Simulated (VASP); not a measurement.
# Be2Si (Fm-3m) in VASP: notebook, part 2 of 2

VASP 6.6.1.

## 5. Single point, r2SCAN

POSCAR reads:

```
Be2Si
1.0
    0.0000000000      2.6413830432      2.6413830432
    2.6413830432      0.0000000000      2.6413830432
    2.6413830432      2.6413830432      0.0000000000
Si Be
1 2
Direct
    0.0000000000      0.0000000000      0.0000000000
    0.2500000000      0.2500000000      0.2500000000
    0.7500000000      0.7500000000      0.7500000000
```

INCAR.step1 reads:

```
ALGO = Normal ; EDIFF = 1E-4
ENCUT = 520 ; GGA = PE
ISMEAR = -1 ; LASPH = True
LCHARG = False ; LREAL = False
LWAVE = True ; NBANDS = 11
NELM = 60 ; PREC = Accurate
SIGMA = 0.02
```

INCAR.step2 reads:

```
ALGO = Normal ; EDIFF = 1E-6
ENCUT = 520 ; ISIF = 2
ISMEAR = -1 ; ISTART = 1
LASPH = True ; LCHARG = False
LMIXTAU = True ; LREAL = False
LWAVE = False ; METAGGA = R2SCAN
NBANDS = 11 ; NELM = 60
PREC = Accurate ; SIGMA = 0.02
```

KPOINTS reads:

```
k-points
0
Gamma
  8 8 8
```

Potentials or basis: VASP PAW PBE potentials, release 64 (Si, Be).

Launch:

```
$ cat potpaw_PBE.64/Si/POTCAR potpaw_PBE.64/Be/POTCAR > POTCAR
$ cp INCAR.step1 INCAR
$ mpirun -np 1 vasp_std > vasp.out
$ cp INCAR.step2 INCAR
$ mpirun -np 1 vasp_std > vasp.out
```

OUTCAR:

```text
EDIFF = 1E-6
   ENCUT = 520
   ISIF = 2
   ISMEAR = -1
   ISTART = 1
   LASPH = True
   LREAL = False
   METAGGA = R2SCAN
   NELM = 60
   PREC = Accurate

 ion  position               nearest neighbor table
   1  0.000  0.000  0.000-   3 2.29   3 2.29   2 2.29   3 2.29   2 2.29   2 2.29   3 2.29   2 2.29

   2  0.250  0.250  0.250-   1 2.29   1 2.29   1 2.29   1 2.29
   3  0.750  0.750  0.750-   1 2.29   1 2.29   1 2.29   1 2.29

  LATTYP: Found a face centered cubic cell.
 ALAT       =     5.2827660864

  Lattice vectors:

 A1 = (   0.0000000000,   2.6413830432,   2.6413830432)
 A2 = (   2.6413830432,   0.0000000000,   2.6413830432)
 A3 = (   2.6413830432,   2.6413830432,   0.0000000000)

Analysis of symmetry for initial positions (statically):
=====================================================================
 Subroutine PRICEL returns:
 Original cell was already a primitive cell.

 Routine SETGRP: Setting up the symmetry group for a
 face centered cubic supercell.

 Subroutine GETGRP returns: Found 48 space group operations
 (whereof 48 operations were pure point group operations)
 out of a pool of 48 trial point group operations.

The static configuration has the point symmetry O_h .

Analysis of symmetry for dynamics (positions and initial velocities):
=====================================================================
 Subroutine PRICEL returns:
 Original cell was already a primitive cell.

 Routine SETGRP: Setting up the symmetry group for a
 face centered cubic supercell.

 Subroutine GETGRP returns: Found 48 space group operations
 (whereof 48 operations were pure point group operations)
 out of a pool of 48 trial point group operations.

The dynamic configuration has the point symmetry O_h .

 Subroutine INISYM returns: Found 48 space group operations
 (whereof 48 operations are pure point group operations),
 and found     1 'primitive' translations

----------------------------------------------------------------------------------------

                                     Primitive cell

  volume of cell :      36.8574

  direct lattice vectors                    reciprocal lattice vectors
     0.000000000  2.641383043  2.641383043    -0.189294772  0.189294772  0.189294772
     2.641383043  0.000000000  2.641383043     0.189294772 -0.189294772  0.189294772
     2.641383043  2.641383043  0.000000000     0.189294772  0.189294772 -0.189294772

  length of vectors
     3.735479723  3.735479723  3.735479723     0.327868162  0.327868162  0.327868162

  position of ions in fractional coordinates (direct lattice)
     0.000000000  0.000000000  0.000000000
     0.250000000  0.250000000  0.250000000
     0.750000000  0.750000000  0.750000000

  ion indices of the primitive-cell ions
   primitive index   ion index
                 1           1
                 2           2
                 3           3

----------------------------------------------------------------------------------------

 KPOINTS: k-points

Automatic generation of k-mesh.
 Grid dimensions read from file:
 generate k-points for:    8    8    8

 Generating k-lattice:
[... 41 lines left out ...]
  0.500000  0.250000  0.125000     48.000000
 -0.375000  0.250000  0.125000     24.000000
 [... further k-points ...]
   k-points           NKPTS =     29   k-points in BZ     NKDIM =     29   number of bands    NBANDS=     11
   number of dos      NEDOS =    301   number of ions     NIONS =      3
   total plane-waves  NPLWV =  21952
   dimension x,y,z NGX =    28 NGY =   28 NGZ =   28
   dimension x,y,z NGXF=    56 NGYF=   56 NGZF=   56
   ions per type =               1   2
   NGX,Y,Z   is equivalent  to a cutoff of  12.46, 12.46, 12.46 a.u.
   NGXF,Y,Z  is equivalent  to a cutoff of  24.92, 24.92, 24.92 a.u.
 SYSTEM =  unknown system
   PREC   = accura    normal or accurate (medium, high low for compatibility)
   ISTART =      1    job   : 0-new  1-cont  2-samecut
   ICHARG =      0    charge: 1-file 2-atom 10-const
   ISPIN  =      1    spin polarized calculation?
   LNONCOLLINEAR =      F non collinear calculations
   LSORBIT =      F    spin-orbit coupling
   LASPH  =      T    aspherical Exc in radial PAW
   ENCUT  =  520.0 eV  38.22 Ry    6.18 a.u.   6.95  6.95  6.95*2*pi/ulx,y,z
   NELM   =     60;   NELMIN=  2; NELMDL=  0     # of ELM steps
   EDIFF  = 0.1E-05   stopping-criterion for ELM
   LREAL  =      F    real-space projection
   EDIFFG = 0.1E-04   stopping-criterion for IOM
   NSW    =      0    number of steps for IOM
   IBRION =     -1    ionic relax: 0-MD 1-quasi-New 2-CG
   NFREE  =      0    steps in history (QN), initial steepest desc. (CG)
   ISIF   =      2    stress and relaxation
   ISYM   =      2    0-nonsym 1-usesym 2-fastsym
   POTIM  = 0.5000    time-step for ionic-motion
   TEBEG  =    0.0;   TEEND  =   0.0 temperature during run
   PSTRESS=    0.0 pullay stress
   NELECT =       8.0000    total number of electrons
   NUPDOWN=      -1.0000    fix difference up-down
   EMIN   =  10.00;   EMAX   =-10.00  energy-range for DOS
   EFERMI =   0.00;   METHOD = LEGACY
   ISMEAR =    -1;   SIGMA  =   0.02  broadening in eV -4-tet -1-fermi 0-gaus
   EFERMI_NEDOS =   21; number of points for ismear=-14 and -15
   IALGO  =     38    algorithm
   IMIX   =      4    mixing-type and parameters
     AMIX     =   0.40;   BMIX     =  1.00
     AMIX_MAG =   1.60;   BMIX_MAG =  1.00
  volume/ion in A,a.u.               =      12.29        82.91
  Fermi-wavevector in a.u.,A,eV,Ry     =   0.983853  1.859212 13.169980  0.967966
  Thomas-Fermi vector in A             =   2.115042
   LORBIT       =      0    0 simple, 1 ext, 2 COOP (PROOUT), +10 PAW based schemes
   METAGGA = R2SCAN    functional components
   LHFCALC =     F    Hartree Fock is set to
   AEXX    =    0.0000 exact exchange contribution
   IVDW    =     0    specifies the selected vdW correction
   LEPSILON=     F    determine dielectric tensor
   LRPA    =     F    only Hartree local field effects (RPA)
 non-spin polarized calculation
  energy-cutoff  :      520.00
  volume of cell :       36.86
 maximum number of plane-waves:      1002
   NGX = 13   NGY = 13   NGZ = 13

 number of electron       8.0000000 magnetization

 Free energy of the ion-electron system (eV)
  ---------------------------------------------------
  ext. energy  EPLUGINS =         0.00000000
  ---------------------------------------------------
  free energy    TOTEN  =       -16.70243125 eV

  energy without entropy =      -16.70139251  energy(sigma->0) =      -16.70191188

 E-fermi :   6.8358     XC(G=0): -10.4683

 val. band max:        6.8299274987   @ k =   0.2500   0.2500   0.0000
 cond. band min:       6.8847397143   @ k =   0.5000   0.3750   0.0000
 fundamental gap:      0.0548122156
 Fermi energy:         6.8357999492

 k-point     1 :       0.0000    0.0000    0.0000
  band No.  band energies     occupation
      1      -6.0430      2.00000
      2       7.2289      0.00000
      3       7.2290      0.00000
      4       7.2290      0.00000
      5       7.5428      0.00000
      6       7.5428      0.00000
      7       7.5428      0.00000
      8      13.5302      0.00000
      9      14.7960      0.00000
     10      14.9018      0.00000
     11      14.9018      0.00000
[... 309 lines left out ...]
 k-point    24 :      -0.3750    0.2500    0.1250
  band No.  band energies     occupation
      1      -2.9644      2.00000
      2      -0.5241      2.00000
      3       2.6890      2.00000
      4       3.5449      2.00000
      5       8.9623      0.00000
      6       9.2009      0.00000
      7      12.4995      0.00000
      8      13.9591      0.00000
      9      14.3629      0.00000
     10      16.0225      0.00000
     11      18.6519      0.00000

 [... further k-points ...]

------------------------ aborting loop because EDIFF is reached ----------------------------------------

  FORCE on cell =-STRESS in cart. coord.  units (eV):
  Direction    XX          YY          ZZ          XY          YZ          ZX
  --------------------------------------------------------------------------------------
  -------------------------------------------------------------------------------------
  Total        0.0219068      0.0219068      0.0219068     -0.0000000      0.0000000      0.0000000
  in kB        0.9522837      0.9522837      0.9522837     -0.0000000      0.0000000      0.0000000
  external PRESSURE =       0.9522837 kB  Pullay stress =       0.0000000 kB

 VOLUME and BASIS-vectors are now :
 -----------------------------------------------------------------------------
  energy-cutoff  :      520.00
  volume of cell :       36.86
      direct lattice vectors                 reciprocal lattice vectors
     0.000000000  2.641383043  2.641383043    -0.189294772  0.189294772  0.189294772
     2.641383043  0.000000000  2.641383043     0.189294772 -0.189294772  0.189294772
     2.641383043  2.641383043  0.000000000     0.189294772  0.189294772 -0.189294772

 POSITION                                       TOTAL-FORCE (eV/Angst)
 -----------------------------------------------------------------------------------
      0.00000      0.00000      0.00000        -0.000000      0.000000      0.000000
      1.32069      1.32069      1.32069        -0.000000     -0.000000      0.000000
      3.96207      3.96207      3.96207         0.000000      0.000000     -0.000000
 -----------------------------------------------------------------------------------
    total drift:                                0.000000     -0.000000     -0.000000

  FREE ENERGIE OF THE ION-ELECTRON SYSTEM (eV)
  ---------------------------------------------------
  free  energy   TOTEN  =       -16.7024312547 eV

  energy  without entropy=      -16.7013925144  energy(sigma->0) =      -16.70191188
```

Run time: 44 s. Hardware: 1 thread of Intel Xeon Platinum 8559C (Emerald Rapids), shared host; peak memory 0.15 GiB.

What came out:

| Item | Value |
| --- | --- |
| Free energy | -16.7024 eV |
| Pressure | 0.1 GPa |
| Band gap on the k mesh | none (metal or under the smearing width) |

Caveat: the PAW data sets were made with another functional, which shifts forces and pressure a little.

## 6. Overview

```tsv
task	level	cell	k mesh	cutoff (eV)	exchange at q = 0	grid for exact exchange (PRECFOCK)	screening parameter	gap on the mesh (eV)	pressure (GPa)
single point	PBE	Fm-3m, 12.29 Å³/atom	8 × 8 × 8	520	-	-	-	none	0.1
relaxation of cell and atoms	PBE	relaxed	8 × 8 × 8	600	-	-	-	none	0.0
single point	HSE06	Fm-3m, 12.29 Å³/atom	6 × 6 × 6	520	truncated	Normal	0.2079 1/A	none	-0.6
single point	r2SCAN	Fm-3m, 12.29 Å³/atom	8 × 8 × 8	520	-	-	-	none	0.1
```

Alike in all rows: potentials or basis VASP PAW PBE potentials, release 64 (Si, Be); no spin polarisation; smearing fermi-dirac 0.02 eV.

Every run on the cell as given and a fine mesh finds a metal. The pressure there spans -0.6 GPa (HSE06) to 0.1 GPa (r2SCAN); a positive pressure means that this level wants a larger cell, a negative one a smaller.

Caveats: the PAW data sets were made with another functional, which shifts forces and pressure a little (some runs); the volume moved by over 15 % at a fixed basis, so the end points are rough (some runs).

Total energies depend on the potentials used, so only differences within one code and one set of settings carry meaning.
